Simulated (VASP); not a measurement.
```
ZnS
1.0
    3.80895     0.00000     0.00000
   -1.90447     3.29865     0.00000
    0.00000     0.00000    12.45260
Zn S
4 4
Direct
  0.66667   0.33333   0.74993
  0.33333   0.66667   0.24993
  0.00000   0.00000   0.50000
  0.00000   0.00000   0.00000
  0.66667   0.33333   0.93773
  0.33333   0.66667   0.43773
  0.00000   0.00000   0.68734
  0.00000   0.00000   0.18734
```

The numbers are results of PBE GGA, VASP's PBE PAW potentials (set 64) (plane waves; VASP), not measurements. Settings: 300 eV cut-off, 7×7×2 Γ-centred mesh, Gaussian smearing of 0.010 eV, potentials Zn S.

### Question
Give the energies of bands 27 to 40 at the high-symmetry points, in eV from the valence-band maximum.

### Answer

| band | Γ | M | K | A | L | H |
|---|---|---|---|---|---|---|
| 27 | -2.85 | -4.49 | -4.68 | -1.14 | -4.50 | -4.57 |
| 28 | -0.89 | -4.27 | -4.32 | -1.14 | -4.50 | -4.57 |
| 29 | -0.89 | -2.96 | -3.50 | -0.78 | -2.51 | -3.35 |
| 30 | -0.48 | -2.43 | -3.50 | -0.78 | -2.51 | -3.35 |
| 31 | -0.48 | -2.26 | -2.51 | -0.77 | -2.08 | -2.77 |
| 32 | -0.47 | -1.63 | -2.51 | -0.77 | -2.08 | -2.77 |
| 33 | -0.47 | -1.62 | -2.33 | -0.15 | -1.52 | -1.83 |
| 34 | -0.03 | -1.59 | -1.78 | -0.15 | -1.52 | -1.83 |
| 35 | 0.00 | -1.12 | -1.78 | -0.15 | -1.12 | -1.63 |
| 36 | 0.00 | -0.89 | -1.34 | -0.15 | -1.12 | -1.63 |
| 37 | 2.19 | 3.32 | 4.54 | 3.03 | 3.70 | 4.38 |
| 38 | 3.20 | 3.37 | 4.93 | 3.03 | 3.70 | 4.38 |
| 39 | 3.41 | 3.76 | 4.93 | 3.33 | 4.04 | 5.25 |
| 40 | 3.66 | 4.35 | 5.26 | 3.33 | 4.04 | 5.25 |

The gap is direct, 2.18 eV, from the valence maximum at Γ to the conduction minimum at Γ.

The structure comes from a computed database's ZnS entry (P6_3mc); how it stands against other phases isn't given here. The cell was not relaxed at this level.
